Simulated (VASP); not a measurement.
Computed with PBE GGA, VASP's PBE PAW potentials (set 64) (plane waves; VASP).

VASP ran on this input.

**POSCAR**
```
C
1
    0.0000000000     1.7402750000     1.7798260000
    1.7408840000     0.0000000000     1.7798260000
    1.7408840000     1.7402750000     0.0000000000
C
2
Direct
  0.0000000000   0.0000000000   0.0000000000
  0.2320380000   0.2679620000   0.2679620000
```

### KPOINTS
```
Automatic mesh
0
Gamma
12 12 12
0 0 0
```

### INCAR
```
! general
SYSTEM = C
PREC   = Accurate
ENCUT  = 520
LREAL  = F
LASPH  = T

! electronic loop
EDIFF  = 1E-4
NELM   = 100
ALGO   = Normal

! smearing
ISMEAR = 0
SIGMA  = 0.05

! functional
GGA    = PE

! ions
ISIF   = 2

! output
LWAVE  = F
LCHARG = F
```

POTCAR, in this order: C (PBE.64 set). Program: vasp_std.

The resulting files:

**OUTCAR**
```
 ion  position               nearest neighbor table
   1  0.000  0.000  0.000-   2 1.48   2 1.48   2 1.56   2 1.56
   2  0.232  0.268  0.268-   1 1.48   1 1.48   1 1.56   1 1.56
  LATTYP: Found a face centered orthorhombic cell.
 ALAT       =     3.4805500000
 B/A-ratio  =     1.0003499447
 C/A-ratio  =     1.0227268679
 Subroutine PRICEL returns:
 Original cell was already a primitive cell.
 Subroutine GETGRP returns: Found  4 space group operations
The static configuration has the point symmetry C_2 .
 The point group associated with its full space group is C_2h.
The dynamic configuration has the point symmetry C_2 .
 Subroutine INISYM returns: Found  4 space group operations
 Subroutine IBZKPT returns following result:
 Found    476 irreducible k-points:

 Following reciprocal coordinates:
            Coordinates               Weight
  0.000000  0.000000  0.000000      1.000000
  0.083333  0.000000  0.000000      4.000000
  0.000000 -0.000000  0.083333      4.000000
  0.166667  0.000000  0.000000      4.000000
  0.000000  0.000000  0.166667      4.000000
  0.250000  0.000000  0.000000      4.000000
  0.000000 -0.000000  0.250000      4.000000
  0.333333  0.000000  0.000000      4.000000
  0.000000 -0.000000  0.333333      4.000000
  0.416667  0.000000  0.000000      4.000000
  0.000000 -0.000000  0.416667      4.000000
  0.500000  0.000000  0.000000      2.000000
  0.000000 -0.000000  0.500000      2.000000
  0.083333  0.083333  0.000000      2.000000
  0.166667  0.083333  0.000000      4.000000
 -0.083333 -0.083333  0.083333      4.000000
  0.250000  0.083333  0.000000      4.000000
 -0.083333 -0.083333  0.166667      4.000000
  0.333333  0.083333  0.000000      4.000000
 -0.083333 -0.083333  0.250000      4.000000
  0.416667  0.083333  0.000000      4.000000
...
```

**OSZICAR**
```
       N       E                     dE             d eps       ncg     rms          rms(c)
DAV:   1    -0.326250115942E+00   -0.32625E+00   -0.51728E+03  7992   0.999E+02
DAV:   2    -0.186747835400E+02   -0.18349E+02   -0.17561E+02 11744   0.112E+02
DAV:   3    -0.187880637916E+02   -0.11328E+00   -0.11328E+00  8264   0.113E+01
DAV:   4    -0.187882595301E+02   -0.19574E-03   -0.19574E-03 11128   0.433E-01
DAV:   5    -0.187882597050E+02   -0.17484E-06   -0.17484E-06  7864   0.524E-03    0.595E+00
DAV:   6    -0.182292378491E+02    0.55902E+00   -0.42752E-01  7944   0.531E+00    0.358E+00
DAV:   7    -0.180416131900E+02    0.18762E+00   -0.46612E-01  9072   0.566E+00    0.853E-01
DAV:   8    -0.180429466823E+02   -0.13335E-02   -0.18777E-03  7816   0.515E-01    0.491E-02
DAV:   9    -0.180429575272E+02   -0.10845E-04   -0.13134E-04 10560   0.103E-01
   1 F= -.18042958E+02 E0= -.18042958E+02  d E =-.431379E-13
```

**OUTCAR**
```
------------------------ aborting loop because EDIFF is reached ----------------------------------------
  FORCE on cell =-STRESS in cart. coord.  units (eV):
  Direction    XX          YY          ZZ          XY          YZ          ZX
  --------------------------------------------------------------------------------------
  Total        2.3526104      2.4670183      0.9639487      0.0000000     -0.3859470      0.0000000
  in kB      349.5146174    366.5115808    143.2086526      0.0000000    -57.3380541      0.0000000
  external PRESSURE =     286.4116169 kB  Pullay stress =       0.0000000 kB
  volume of cell :       10.78
      direct lattice vectors                 reciprocal lattice vectors
     0.000000000  1.740275000  1.779826000    -0.287210406  0.287310914  0.280926338
     1.740884000  0.000000000  1.779826000     0.287210406 -0.287310914  0.280926338
     1.740884000  1.740275000  0.000000000     0.287210406  0.287310914 -0.280926338
 POSITION                                       TOTAL-FORCE (eV/Angst)
 -----------------------------------------------------------------------------------
      0.00000      0.00000      0.00000         2.562356      0.000000     -0.000000
      0.93298      0.87014      0.88991        -2.562356     -0.000000      0.000000
 -----------------------------------------------------------------------------------
    total drift:                                0.000002      0.000005     -0.000005
  FREE ENERGIE OF THE ION-ELECTRON SYSTEM (eV)
  ---------------------------------------------------
  free  energy   TOTEN  =       -18.0429575272 eV

  energy  without entropy=      -18.0429575272  energy(sigma->0) =      -18.04295753
```
(Selected blocks of OUTCAR.)

**OUTCAR**
```
 val. band max:       11.4316853082   @ k =   0.0000   0.0000   0.0000

 cond. band min:      14.4854265016   @ k =   0.3333   0.0000   0.3333


 Fermi energy:        11.6538989292

 k-point     1 :       0.0000    0.0000    0.0000
  band No.  band energies     occupation
      1     -11.7018      2.00000
      2       9.3990      2.00000
      3      10.6479      2.00000
      4      11.4317      2.00000
      5      15.3852      0.00000
      6      16.0464      0.00000
      7      17.1744      0.00000
      8      24.9537      0.00000

 k-point     2 :       0.0833    0.0000    0.0000
  band No.  band energies     occupation
      1     -11.5026      2.00000
      2       9.1190      2.00000
      3       9.5798      2.00000
      4      10.6896      2.00000
      5      16.0235      0.00000
      6      16.7813      0.00000
      7      17.5692      0.00000
      8      25.0567      0.00000

 k-point     3 :       0.0000   -0.0000    0.0833
  band No.  band energies     occupation
      1     -11.5033      2.00000
      2       8.4949      2.00000
      3      10.0849      2.00000
      4      10.9645      2.00000
      5      15.9246      0.00000
      6      16.5351      0.00000
      7      17.8121      0.00000
      8      25.1015      0.00000

 k-point     4 :       0.1667    0.0000    0.0000
  band No.  band energies     occupation
      1     -10.9071      2.00000
      2       6.8412      2.00000
      3       8.5184      2.00000
      4       9.9028      2.00000
      5      16.9336      0.00000
      6      18.0143      0.00000
      7      18.5117      0.00000
      8      25.3455      0.00000

 k-point     5 :       0.0000    0.0000    0.1667
  band No.  band energies     occupation
      1     -10.9094      2.00000
      2       6.1830      2.00000
      3       9.1856      2.00000
      4      10.0702      2.00000
      5      16.9522      0.00000
      6      17.5638      0.00000
      7      18.9733      0.00000
...
```

The compound is C in the diamond structure. The cell was not relaxed at this level, atoms are displaced from their ideal sites. The run is one of a series of settings (EDIFF = 1E-4 against the base run), some of them coarse on purpose.
